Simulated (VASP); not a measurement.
Input for VASP

### INCAR
```
SYSTEM = SrTe
PREC = Accurate
ENCUT = 400
EDIFF = 1E-6
NELM = 100
ALGO = Normal
LREAL = .FALSE.
LASPH = .TRUE.
ISMEAR = 0
SIGMA = 0.05
GGA = PE
LMAXMIX = 4
LWAVE = .FALSE.
LCHARG = .FALSE.
ISIF = 2
```

File POSCAR:
```
SrTe
1
    0.0000000000     3.3966018898     3.3965769958
    3.3965460952     0.0000000000     3.3966544246
    3.3966483089     3.3966439185     0.0000000000
Sr Te
1 1
Direct
  0.0000000000   0.0000000000   0.0000000000
  0.5000000000   0.5000000000   0.5000000000
```

File KPOINTS:
```
Automatic mesh
0
Gamma
5 5 5
0 0 0
```

POTCAR, in this order: Sr_sv Te (PBE.64 set). Program: vasp_std.

Q: Does this input run properly? What does VASP do?

A: There is a fault: the lattice vectors carry noise near SYMPREC. VASP stops with an error: IBZKPT: not all point group operations associated with the symmetry operators of the crystalline lattice are members of the point group of the reciprocal lattice. ----> I REFUSE TO CONTINUE WITH THIS SICK JOB ... BYE!!! <----

File standard output:
```
 POSCAR found type information on POSCAR SrTe
 POSCAR found :  2 types and       2 ions
 Reading from existing POTCAR
 Reading from existing POTCAR

 -----------------------------------------------------------------------------
|                                                                             |
|           W    W    AA    RRRRR   N    N  II  N    N   GGGG   !!!           |
|           W    W   A  A   R    R  NN   N  II  NN   N  G    G  !!!           |
|           W    W  A    A  R    R  N N  N  II  N N  N  G       !!!           |
|           W WW W  AAAAAA  RRRRR   N  N N  II  N  N N  G  GGG   !            |
|           WW  WW  A    A  R   R   N   NN  II  N   NN  G    G                |
|           W    W  A    A  R    R  N    N  II  N    N   GGGG   !!!           |
|                                                                             |
|     Inconsistent Bravais lattice types found for crystalline and            |
|     reciprocal lattice:                                                     |
|                                                                             |
|        Crystalline: rhombohedral (trigonal)                                 |
|        Reciprocal : base-centered monoclinic                                |
|                    (instead of rhombohedral (trigonal))                     |
|                                                                             |
|     In most cases this is due to inaccuracies in the specification of       |
|     the crytalline lattice vectors.                                         |
|                                                                             |
|     Suggested SOLUTIONS:                                                    |
|      ) Refine the lattice parameters of your structure,                     |
|      ) and/or try changing SYMPREC.                                         |
|                                                                             |
 -----------------------------------------------------------------------------

 LDA part: xc-table for (Slater+PW92), standard interpolation

 -----------------------------------------------------------------------------
|                                                                             |
|     EEEEEEE  RRRRRR   RRRRRR   OOOOOOO  RRRRRR      ###     ###     ###     |
|     E        R     R  R     R  O     O  R     R     ###     ###     ###     |
|     E        R     R  R     R  O     O  R     R     ###     ###     ###     |
|     EEEEE    RRRRRR   RRRRRR   O     O  RRRRRR       #       #       #      |
|     E        R   R    R   R    O     O  R   R                               |
|     E        R    R   R    R   O     O  R    R      ###     ###     ###     |
|     EEEEEEE  R     R  R     R  OOOOOOO  R     R     ###     ###     ###     |
|                                                                             |
|     IBZKPT: not all point group operations associated with the symmetry     |
|     operators of the crystalline lattice are members of the point group     |
|     of the reciprocal lattice.                                              |
|                                                                             |
|       ---->  I REFUSE TO CONTINUE WITH THIS SICK JOB ... BYE!!! <----       |
|                                                                             |
 -----------------------------------------------------------------------------
```

To mend it, correct POSCAR.
**POSCAR**
```
SrTe
1
    0.0000000000     3.3966000000     3.3966000000
    3.3966000000     0.0000000000     3.3966000000
    3.3966000000     3.3966000000     0.0000000000
Sr Te
1 1
Direct
  0.0000000000   0.0000000000   0.0000000000
  0.5000000000   0.5000000000   0.5000000000
```
The mended run (PBE GGA, plane waves, VASP's PBE PAW potentials (set 64)) converges, and its OSZICAR ends with
```
   1 F= -.82574255E+01 E0= -.82574255E+01  d E =-.150500E-19
```

The compound is SrTe in the rock salt structure. The cell was not relaxed at this level.
